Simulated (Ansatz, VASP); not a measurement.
# Cross-check of PtSe2 (Sudovikovite) between VASP and Ansatz

Aim: how closely do two programs agree when they are given the same cell, functional and k mesh? The structure shown is the start of the Ansatz relaxation below; VASP solves that cell, so the two are compared at the walk's first step.

Calculated with Ansatz 0.2.0; plane waves, with VASP 6.6.1 beside it; single point at PBEsol with D3(BJ).

### 1. Starting point

Symmetry: P-3m1, No. 164, trigonal system. The conventional cell has a = 3.773 Å, b = 3.773 Å, c = 4.730 Å, α = 90.00°, β = 90.00°, γ = 120.00°. Nearest to Se lie 3 Pt at 2.52 Å. Nearest to Pt lie 6 Se at 2.52 Å. Farther neighbours and most contacts between anions are not listed.

### 2. Ansatz: relaxation, PBEsol with D3(BJ)

Ansatz runs on its PAW soft_1 files.

The two programs are compared at the cell with which this relaxation starts, whose forces are those of its first step.

File input.yaml:

```yaml
crystal:
  lattice:
    - [3.7726149266, 0.0, 0.0]
    - [-1.8863074633, 3.2671803651, 0.0]
    - [0.0, 0.0, 4.7301008606]
  atoms:
    - { symbol: Se, position: [0.3333333333, 0.6666666667, 0.268684433] }
    - { symbol: Se, position: [0.6666666667, 0.3333333333, 0.731315567] }
    - { symbol: Pt, position: [0.0, 0.0, 0.0] }
kpoints:
  mp_grid: { grid: [15, 15, 8] }
hamiltonian:
  xc: pbesol
  dispersion: d3bj
  pseudopotentials: { kind: paw, azcp: { folder: soft_1 }, xc_functional: pbe }
scf:
  occupations: { method: methfessel_paxton, width: 0.2 }
output:
  forces: true
  stress: true
  eigenvalues: true
relax:
  adjacent_minimum: "off"
  f_tol: 0.001
  max_steps: 60
  cell: { stress_tol: 0.01, fix: [volume] }
```

Command:

```
$ ansatz run input.yaml --threads 4 --pin off --max-ram 10240MiB --backend cpu --events-out ev --progress --plain --runs-dir out
```

Numbers of over 12 decimals in the logs are rounded to 6 here.

Log:

```text
Engine: ansatz 0.2.0, aarch64-unknown-linux-gnu
Pseudopotentials: kind: paw
Pseudopotential: Se, paw, valence charge 16, recommended cutoff 420 eV (normal), soft_1/Se.paw.azcp
Pseudopotential: Pt, paw, valence charge 18, recommended cutoff 420 eV (normal), soft_1/Pt.paw.azcp
Functional definition: PBEsol
  exchange = pbesol_x
  correlation = pbesol_c
Crystal: 3 atoms, lattice volume = 58.302 Å³
Basis set: ecut = 420 eV, 1119 PW (Γ), exchange–correlation on 54×54×64 points (8 copies of the dense FFT grid, shifted against one another)
Bands: 30, of which v1, the nominal top of the filled ones, is band 25 counted from 1 (24 counted from 0)
Symmetry: 12 space group operations
Space group: P-3m1 (ITA 164), of the structure as read, at distance tolerance 3.9e-5 Å
k-points: 192 of 1800
Non-local potential: Se, projectors of the file, l = 0: 2, l = 1: 2, l = 2: 3, l = 3: 1
Non-local potential: Pt, projectors of the file, l = 0: 3, l = 1: 2, l = 2: 2, l = 3: 1
PAW form: soft (Blöchl's): semilocal exchange-correlation on the pseudo side does not see the compensation charge
PAW frozen core: Se, regenerated for the run's functional, and the local potential with it (the file was generated under x = pbe(κ = 0.804, μ = 0.219515), c = pbe(β = 0.066725))
PAW frozen core: Pt, regenerated for the run's functional, and the local potential with it (the file was generated under x = pbe(κ = 0.804, μ = 0.219515), c = pbe(β = 0.066725))
PAW one-centre angular grid: Se, 590 points (default); XC on 64 Gauss nodes
PAW one-centre angular grid: Pt, 590 points (default); XC on 64 Gauss nodes
Initial density: superposition of atomic densities (chi_scale 0.1, normalization cell, long waves kept (reshape's long-wave potential 0.01 eV rms))
Initial wavefunctions: pseudopotential atomic-orbital guess
Functional: x = pbesol(κ = 0.804, μ = 0.123457), c = pbesol(β = 0.046)
SCF iter   1: F=—  HF=-23236.597269 eV  |F-HF|=—  |Δ(HF+E_count)|=         —  Δρ=4.99e-2  dr2=7.46e-1  ethr=3.10e-3  ⟨swp⟩=4.9  Hψ=20807  notcnv=0
preconditioner: auto → Kerker (q_TF=auto, 2.659 Å⁻¹)  [metal: Δε(μ)=0.014 eV  Ē_g=10.084 eV  σ=0.200 eV  W_gap=0.06  n_scr=22 (ndim 8)  ℏωp=22.8 eV  f_vac=0.005  D(μ)=0.57/eV (n_scr^D=0)]
SCF iter   2: F=—  HF=-23236.443936 eV  |F-HF|=—  |Δ(HF+E_count)|=   1.53e-1  S|Δr|=    0.00e0  Δρ=2.51e-2  dr2=2.25e-1  ethr=1.49e-3  ⟨swp⟩=2.0  Hψ=8117  notcnv=0  defer=65
SCF iter   3: F=—  HF=-23236.389663 eV  |F-HF|=—  |Δ(HF+E_count)|=   5.43e-2  S|Δr|=    0.00e0  Δρ=8.32e-3  dr2=3.55e-2  ethr=4.50e-4  ⟨swp⟩=2.0  Hψ=6738  notcnv=0  defer=65
SCF iter   4: F=—  HF=-23236.381144 eV  |F-HF|=—  |Δ(HF+E_count)|=   8.52e-3  S|Δr|=    0.00e0  Δρ=1.44e-3  dr2=2.79e-3  ethr=7.09e-5  ⟨swp⟩=3.0  Hψ=10815  notcnv=0  defer=65
SCF iter   5: F=—  HF=-23236.380799 eV  |F-HF|=—  |Δ(HF+E_count)|=   3.45e-4  S|Δr|=    0.00e0  Δρ=7.53e-4  dr2=6.49e-4  ethr=5.59e-6  ⟨swp⟩=2.0  Hψ=9722  notcnv=0  defer=65
SCF iter   6: F=—  HF=-23236.380558 eV  |F-HF|=—  |Δ(HF+E_count)|=   2.41e-4  S|Δr|=    0.00e0  Δρ=2.73e-4  dr2=8.27e-5  ethr=1.30e-6  ⟨swp⟩=2.0  Hψ=9730  notcnv=0  defer=65
SCF iter   7: F=—  HF=-23236.380555 eV  |F-HF|=—  |Δ(HF+E_count)|=   3.29e-6  S|Δr|=    0.00e0  Δρ=5.88e-5  dr2=3.01e-6  ethr=1.65e-7  ⟨swp⟩=2.0  Hψ=7582  notcnv=0  defer=65
SCF iter   8: F=—  HF=-23236.380555 eV  |F-HF|=—  |Δ(HF+E_count)|=   4.80e-8  S|Δr|=    0.00e0  Δρ=2.63e-5  dr2=6.15e-7  ethr=6.02e-9  ⟨swp⟩=2.0  Hψ=9856  notcnv=0  defer=65
SCF iter   9: F=-23236.380555 eV  HF=-23236.380555 eV  |F-HF|=1.06e-8  |Δ(HF+E_count)|=   4.43e-8  S|Δr|=    0.00e0  Δρ=9.90e-6  dr2=6.76e-8  ethr=2.00e-10  ⟨swp⟩=4.8  Hψ=25093  notcnv=0
SCF 1 converged in 9 iterations: F = -23236.380555 eV  dr2 = 6.76e-8
  greatest PAW one-centre occupation: 1.000 electrons in one spin orbital (limit 2), on the Pt atom at site 2 (counted from 0), in its partial waves of l = 0
relax step   1: F+E_penalty+E_count = -23236.38055478 eV  Δ(F+E_penalty+E_count) = +0.000e0 eV  max|allowed force component| = 1.960e-1 eV/Å  Δτ_max = 0.0000 Å  P = -4.061 GPa  Ω = 58.302 Å³  fix = [volume]  reactions: volume -4.061 GPa  (9 SCF iters, dr2 threshold 1.00e-7 eV, accepted)
[...]
relax step   2: F+E_penalty+E_count = -23236.38260454 eV  Δ(F+E_penalty+E_count) = -2.050e-3 eV  max|allowed force component| = 1.836e-1 eV/Å  Δτ_max = 0.0313 Å  P = -1.891 GPa  Ω = 58.302 Å³  fix = [volume]  reactions: volume -1.891 GPa  (6 SCF iters, dr2 threshold 3.00e-7 eV, accepted)
[...]
relax step   3: F+E_penalty+E_count = -23236.38530380 eV  Δ(F+E_penalty+E_count) = -2.699e-3 eV  max|allowed force component| = 2.067e-3 eV/Å  Δτ_max = 0.0146 Å  P = -2.734 GPa  Ω = 58.302 Å³  energy of the carried Pulay correction = +1.010e-17 eV  fix = [volume]  reactions: volume -2.734 GPa  (5 SCF iters, dr2 threshold 3.00e-7 eV, accepted)
[...]
relax step   4: F+E_penalty+E_count = -23236.38530660 eV  Δ(F+E_penalty+E_count) = -2.794e-6 eV  max|allowed force component| = 8.246e-5 eV/Å  Δτ_max = 0.0002 Å  P = -2.709 GPa  Ω = 58.302 Å³  fix = [volume]  reactions: volume -2.709 GPa  (4 SCF iters, dr2 threshold 1.57e-9 eV, accepted)
[...]
relax step   5: F+E_penalty+E_count = -23236.38528834 eV  Δ(F+E_penalty+E_count) = +1.826e-5 eV  max|allowed force component| = 5.746e-5 eV/Å  Δτ_max = 0.0000 Å  P = -2.708 GPa  Ω = 58.302 Å³  fix = [volume]  reactions: volume -2.708 GPa  stress off target by 5.32e-4 GPa on what of the cell is left free  SCF on the basis re-selected at this cell (its energy is not comparable with the rows above)  (6 SCF iters)
basis re-selected at this cell: Δ(F+E_penalty+E_count) = +1.826e-5 eV, ΔP = +0.001 GPa vs the last step (what re-selecting the basis moved, of the pressure what is left beyond the Pulay correction that the steps carried, after the strain that the cell walked since its last selection, with what the two solves' SCF thresholds leave and, on support functions, any second-order correction that the steps lacked; it is no m [...]
SCF converged after 6 iterations
Stability not checked: this state was not tested for a lower state beside it, because cold or Methfessel-Paxton smearing, or corrected tetrahedra, fill the levels in a way that the test cannot read (fill_not_monotonic; see scf.lower_state_search)
Free energy (F): -23236.385288 eV
Harris-Foulkes:  -23236.385288 eV  (|F-HF|=0.00e0)
Internal energy: -23236.386656 eV  (E = F + TS)
E sigma→0 (E₀):  -23236.385630 eV
Entropy (-TS):   0.001368 eV (0.456 meV/atom)
Fermi energy:    13.524354 eV
--- Per-component energies (eV) ---
  E_band       = -946.241739
  E_kinetic    = 818.454572
  E_local      = -6827.864522  (includes V_loc(G=0)·N_el)
  E_nonlocal   = -497.244904
  E_hartree    = 3356.656046
  E_xc         = -400.721432
  E_vxc        = -452.387499  (∫ρ·V_xc dr)
  E_paw        = -13519.401270  (= ΣΔE_a)
  E_vpaw       = -700.511848  (= ΣTr[D̂ρ^β])
  E_aug_tail   = 0.000376  (compensation charges beyond the density's cutoff)
  E_ewald      = -6167.231753
  E_disp       = -1.337705  (pairwise vdW)
  E_core_change = 2.303935  (= ΣΔE_core)
  E_smearing   = 0.001368  (= −TS)
  E_closure    = -0.000000  (closes the sum)
  Σ components = -23236.385288   (vs F -23236.385288, Δ=0.00e0)
--- Forces (eV/Å), atoms counted from 1 ---
  atom   1  Se     0.00000000     0.00000000    -0.00005746
  atom   2  Se    -0.00000000    -0.00000000     0.00005746
  atom   3  Pt     0.00000000     0.00000000     0.00000000
  max |Σ_I F_I| component: 5.78e-19 eV/Å
--- Stress (GPa, compression-positive) ---
       -2.708257      -0.000000      -0.000000
       -0.000000      -2.708257      -0.000000
       -0.000000      -0.000000      -2.707459
  P = ⅓ Tr σ = -2.7080 GPa (-27.080 kbar)
--- Band table (eV; the first three rows and the last of 192) ---
  k-point 0: bands = [... 21 lower, 11.0536, 12.5136, 12.5136, 14.3815, 14.6293, 14.6293, 16.7009, 17.6724, ... 1 higher]
  k-point 1: bands = [... 21 lower, 11.0432, 12.3797, 12.3797, 13.8989, 14.8285, 14.8285, 16.8761, 18.1348, ... 1 higher]
  k-point 2: bands = [... 21 lower, 10.9904, 12.1065, 12.1065, 12.9492, 15.2832, 15.2832, 17.3857, 19.0101, ... 1 higher]
  k-point 191: bands = [... 21 lower, 9.1794, 10.0266, 11.0206, 11.0206, 15.9603, 15.9603, 20.2224, 21.0301, ... 1 higher]
--- Relaxed structure (4 steps of the walk, 4 accepted, 1 SCFs on fresh bases) ---
  F+E_penalty+E_count = -23236.38528834 eV   max|allowed force component| = 5.746e-5 eV/Å   (the final SCF, on the basis selected at the relaxed cell)
  cell:  # Å, volume = 58.3023 Å³
    - [3.755767, 0, 0]
    - [-1.877883, 3.252589, 0]
    - [0, 0, 4.772634]
  atoms:
    - { symbol: Se, position: [0.333333, 0.666667, 0.265109] }
    - { symbol: Se, position: [0.666667, 0.333333, 0.734891] }
    - { symbol: Pt, position: [0, 0, 1.222471096706355e-19] }
```

The column dr2 measures how far the density is from self-consistency, as an energy; F and HF (Harris–Foulkes) agree once it is small.

### 3. VASP: single point, PBEsol with D3(BJ), start cell

The same cell, functional, mesh and smearing now go to VASP, with its own data sets.

Lines of VASP's logs that name or quote its potential files are left out, and so is its time.

File INCAR:

```
SYSTEM = PtSe2
PREC = Accurate
ENCUT = 400
EDIFF = 1E-06
NELM = 120
ISMEAR = 1
SIGMA = 0.2
LREAL = .FALSE.
ALGO = Normal
GGA = PS
IVDW = 12
NBANDS = 17
LASPH = .TRUE.
LORBIT = 11
LWAVE = .FALSE.
LCHARG = .FALSE.
ISIF = 2
GGA_COMPAT = .FALSE.
KPAR = 2
```

File POSCAR:

```
PtSe2
1.0
    3.7726150000      0.0000000000      0.0000000000
   -1.8863070000      3.2671800000      0.0000000000
    0.0000000000      0.0000000000      4.7301010000
Se Pt
2 1
Direct
    0.3333333333      0.6666666667      0.2686844319
    0.6666666667      0.3333333333      0.7313155681
    0.0000000000      0.0000000000      0.0000000000
```

File KPOINTS:

```
Automatic mesh
0
Gamma
15 15 8
0 0 0
```

The projector-augmented-wave data sets are Se and Pt (PBE family, release 64).

Command:

```
$ mpirun -np 2 vasp_std
```

Log:

```text
[banner, memory and clock lines left out]
running    2 mpi-ranks, on    1 nodes
 distrk:  each k-point on    1 cores,    2 groups
 distr:  one band on    1 cores,    1 groups

 POSCAR found type information on POSCAR SePt
 POSCAR found :  2 types and       3 ions
|                                                                             |
|               ----> ADVICE to this user running VASP <----                  |
|                                                                             |
|     You enforced a specific xc type in the INCAR file but a different       |
|     [... a line on the potential file left out ...]
|     I HOPE YOU KNOW WHAT YOU ARE DOING!                                     |
|                                                                             |

 LDA part: xc-table for (Slater+PW92), standard interpolation
 POSCAR, INCAR and KPOINTS ok, starting setup
 FFT: planning ... GRIDC
 FFT: planning ... GRID_SOFT
 FFT: planning ... GRID
 WAVECAR not read
 entering main loop
       N       E                     dE             d eps       ncg     rms          rms(c)
DAV:   1     0.886524981733E+02    0.88652E+02   -0.87692E+03  6816   0.918E+02
DAV:   2    -0.130117311445E+02   -0.10166E+03   -0.98994E+02  8216   0.195E+02
DAV:   3    -0.166690617921E+02   -0.36573E+01   -0.36254E+01  7867   0.378E+01
DAV:   4    -0.166934882823E+02   -0.24426E-01   -0.24415E-01  8557   0.335E+00
DAV:   5    -0.166937098070E+02   -0.22152E-03   -0.22152E-03  8064   0.308E-01    0.125E+01
DAV:   6    -0.161461097942E+02    0.54760E+00   -0.48203E+00  6642   0.195E+01    0.777E+00
DAV:   7    -0.159215010827E+02    0.22461E+00   -0.89165E-01  6627   0.936E+00    0.379E+00
DAV:   8    -0.158991436178E+02    0.22357E-01   -0.63044E-02  7056   0.168E+00    0.833E-01
DAV:   9    -0.158961374712E+02    0.30061E-02   -0.74645E-03  7487   0.820E-01    0.209E-01
DAV:  10    -0.158961265478E+02    0.10923E-04   -0.11768E-03  7351   0.210E-01    0.327E-02
DAV:  11    -0.158961258337E+02    0.71418E-06   -0.45058E-05  8571   0.538E-02    0.227E-02
DAV:  12    -0.158961255926E+02    0.24109E-06   -0.24959E-06  6356   0.116E-02
   1 F= -.17233699E+02 E0= -.17234150E+02  d E =0.135173E-02
```

OUTCAR, selected parts (step 3):

```text
ion  position               nearest neighbor table
   1  0.333  0.667  0.269-   3 2.52   3 2.52   3 2.52
   2  0.667  0.333  0.731-   3 2.52   3 2.52   3 2.52
   3  0.000  0.000  0.000-   1 2.52   2 2.52   2 2.52   1 2.52   2 2.52   1 2.52

  LATTYP: Found a hexagonal cell.
 ALAT       =     3.7726150000
 C/A-ratio  =     1.2537990227

 Subroutine GETGRP returns: Found 12 space group operations
 (whereof 12 operations were pure point group operations)

The static configuration has the point symmetry D_3d.

 Found    192 irreducible k-points:

   k-points           NKPTS =    192   k-points in BZ     NKDIM =    192   number of bands    NBANDS=     17

   dimension x,y,z NGX =    28 NGY =   28 NGZ =   32
   dimension x,y,z NGXF=    56 NGYF=   56 NGZF=   64

   ENCUT  =  400.0 eV  29.40 Ry    5.42 a.u.   6.15  6.15  7.71*2*pi/ulx,y,z

   NELECT =      22.0000    total number of electrons

 k-points in reciprocal lattice and weights: Automatic mesh
   0.00000000  0.00000000  0.00000000       0.001
   0.06666667  0.00000000  0.00000000       0.003
   0.13333333  0.00000000  0.00000000       0.003
   0.20000000  0.00000000  0.00000000       0.003
   0.26666667  0.00000000  0.00000000       0.003
   0.33333333 -0.00000000  0.00000000       0.003
   0.40000000  0.00000000  0.00000000       0.003
   0.46666667 -0.00000000  0.00000000       0.003
   0.06666667  0.06666667  0.00000000       0.003
[...]
0.33333333  0.26666667  0.50000000       0.007
   0.33333333  0.33333333  0.50000000       0.001

 average (electrostatic) potential at core
       1 -52.3092       2 -52.3092       3 -67.9659

 E-fermi :   6.7592

 k-point     1 :       0.0000    0.0000    0.0000
  band No.  band energies     occupation
    ...
      6       2.9970      2.00000
      7       2.9970      2.00000
      8       4.3495      2.00000
      9       5.7886      2.00000
     10       5.7886      2.00000
     11       7.6856     -0.00000
     12       7.7783     -0.00000
     13       7.7783     -0.00000
     14       9.9354     -0.00000
     15      10.8658      0.00000
    ...

 k-point     2 :       0.0667    0.0000    0.0000
  band No.  band energies     occupation
    ...
      6       2.9329      2.00000
      7       2.9611      2.00000
      8       4.2381      2.00000
      9       5.5503      2.00000
     10       5.6951      2.00000
     11       7.0842     -0.04381
     12       7.8634     -0.00000
     13       8.2513     -0.00000
     14      10.2617     -0.00000
     15      11.1666      0.00000
    ...

 k-point     3 :       0.1333    0.0000    0.0000
  band No.  band energies     occupation
    ...
      7       2.8679      2.00000
      8       3.9010      2.00000
      9       5.1394      2.00000
     10       5.4430      2.00000
     11       6.4591      2.05527
     12       8.0906     -0.00000
     13       8.5116     -0.00000
     14      10.9841      0.00000
     15      11.8823      0.00000
     16      13.4681      0.00000
    ...

 Edisp (eV)   -1.33757

  Total      -1.55828    -1.55828    -1.25529    -0.00000    -0.00000     0.00000
  in kB     -42.82241   -42.82239   -34.49599    -0.00001    -0.00000     0.00000
  external pressure =      -40.05 kB  Pullay stress =        0.00 kB

  energy-cutoff  :      400.00
  volume of cell :       58.30
      direct lattice vectors                 reciprocal lattice vectors
     3.772615000  0.000000000  0.000000000     0.265068129  0.153037135  0.000000000
    -1.886307000  3.267180000  0.000000000     0.000000000  0.306074352  0.000000000
     0.000000000  0.000000000  4.730101000     0.000000000  0.000000000  0.211411976

 POSITION                                       TOTAL-FORCE (eV/Angst)
 -----------------------------------------------------------------------------------
      0.00000      2.17812      1.27090        -0.000000     -0.000000     -0.182317
      1.88631      1.08906      3.45920         0.000000      0.000000      0.182317
      0.00000      0.00000      0.00000         0.000000      0.000000      0.000000
 -----------------------------------------------------------------------------------
    total drift:                               -0.000000     -0.000000     -0.000000

  FREE ENERGIE OF THE ION-ELECTRON SYSTEM (eV)
  ---------------------------------------------------
  free  energy   TOTEN  =       -17.2336993040 eV

  energy  without entropy=      -17.2350510328  energy(sigma->0) =      -17.23414988

 total charge
# of ion       s       p       d       tot
------------------------------------------
    1        1.490   2.202   0.074   3.766
    2        1.490   2.202   0.074   3.766
    3        0.671   0.674   8.034   9.380
--------------------------------------------------
tot          3.651   5.078   8.182  16.911

[... 3 further parts left out ...]
```

The run ends at a pressure of -4.00 GPa, with forces up to 0.18 eV/Å.

### 4. Differences

Known differences besides the potentials themselves: the data sets hold 50 valence electrons in Ansatz (on its PAW soft_1 files) and 22 in VASP; the cutoff is 420 eV in Ansatz and 400 eV in VASP; Ansatz makes its cores anew for this functional, VASP keeps those of its PBE data sets. Total energies have different zeros and are not compared.

Forces (eV/Å; atoms numbered as in POSCAR):

```
atom        Ansatz x, y, z          VASP x, y, z
 Se1  0.000, 0.000, -0.196  0.000, 0.000, -0.182
 Se2   0.000, 0.000, 0.196   0.000, 0.000, 0.182
 Pt3   0.000, 0.000, 0.000   0.000, 0.000, 0.000
```

The forces differ by 6.5 meV/Å r.m.s., which is 7.5 % of the r.m.s. force of 0.086 eV/Å (both taken over all components).

### 5. What came out

```
r.m.s. force difference (single point, PBEsol with D3(BJ), start cell) : 6.5 meV/Å
```

**Reading.** The r.m.s. force difference is 6.5 meV/Å (single point, PBEsol with D3(BJ), start cell), within the 12 meV/Å picked in this series as the mark of a large difference. The data sets hold unlike numbers of valence electrons (50 in Ansatz and 22 in VASP), so part of the differences comes from the potentials. How closely two codes agree says nothing of how well the functional describes the real material.

[Lines on the potential files, build, host, timing and source positions are cut from VASP's logs without a mark.]

[Logs are printed without paths, hosts, clocks, repeated set-up lines and the standing remarks that a program may print on its own settings, such as how far it seeks lower states.]

[Hosts, paths, dates, database ids (printed as entryN), source tags and the programs' standing remarks are cut or masked in the printed files.]
